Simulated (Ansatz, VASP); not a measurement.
# One calculation of ZrHg, two programs

```xyz
2
Lattice="3.1470 0.0000 0.0000 0.0000 3.1470 0.0000 0.0000 0.0000 4.1700" Properties=species:S:1:pos:R:3 pbc="T T T"
Zr    1.5735    1.5735    2.0850
Hg    0.0000    0.0000    0.0000
```

Alike in both runs: task relaxation of cell and atoms; functional LDA; k mesh 14 × 14 × 10; occupations gaussian, width 0.1 eV; no spin polarisation.

|  | VASP | Ansatz |
| --- | --- | --- |
| version | VASP 6.6.1 | Ansatz 0.2.0 |
| potentials or method | VASP PAW LDA potentials, release 64 (Zr_sv, Hg) | scalar-relativistic, plane waves, PAW |
| plane-wave cutoff (eV) | 600 | 420 |
| valence electrons in the cell | 24 | 32 |

```tsv
	VASP	Ansatz	Ansatz less VASP
gap on the k mesh at the Fermi level, each at its own relaxed structure (eV)	none	none	-
relaxed volume (Å³/atom)	20.04	19.90	-0.140
relaxed cell length with the largest relative difference (Å)	4.233	4.223	-0.0103
energy change over the relaxation (meV/atom)	-9	-12	-3.3
```

A gap of «none» marks a metal or a gap that the smearing closes. The two sets of potentials don't hold the same shells in valence.

The runs have no spin-orbit coupling, so splittings on Hg are missing. LDA usually gives volumes a few per cent too small. Zero-point motion and thermal expansion aren't in these numbers.
